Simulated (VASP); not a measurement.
Here is a VASP 6.6.1 calculation.

INCAR

```
PREC = Accurate
ENCUT = 600
EDIFF = 1E-6
ISMEAR = 0
SIGMA = 0.1
LREAL = False
LASPH = True
NELM = 100
ALGO = Normal
ISIF = 3
LWAVE = False
LCHARG = False
METAGGA = R2SCAN
LMIXTAU = True
IBRION = 2
NSW = 60
EDIFFG = -0.005
```

The input KPOINTS:

```
Automatic mesh
0
Gamma
  12 12 12
```

File POSCAR:

```
TiN
1.0
    0.0000000000      2.1250000000      2.1250000000
    2.1250000000      0.0000000000      2.1250000000
    2.1250000000      2.1250000000      0.0000000000
Ti N
1 1
Direct
    0.0000000000      0.0000000000      0.0000000000
    0.5000000000      0.5000000000      0.5000000000
```

Potentials or basis: VASP PAW PBE potentials, release 64 (Ti_sv, N).

Launch:

```bash
$ cat potpaw_PBE.64/Ti_sv/POTCAR potpaw_PBE.64/N/POTCAR > POTCAR
$ mpirun -np 1 vasp_std > vasp.out
```

(1) What does it give for the relaxed volume?

(2) Estimate the space group after relaxing (to 0.05 Å).

(3) What does it give for the relaxed cell?

Answers

(1) 9.53 Å³/atom.

(2) Fm-3m (No. 225).

(3) a = 2.998 Å, b = 2.998 Å, c = 2.998 Å, α = 60.00°, β = 60.00°, γ = 60.00°.

Caveat: the PAW data sets were made with another functional, which shifts forces and pressure a little.
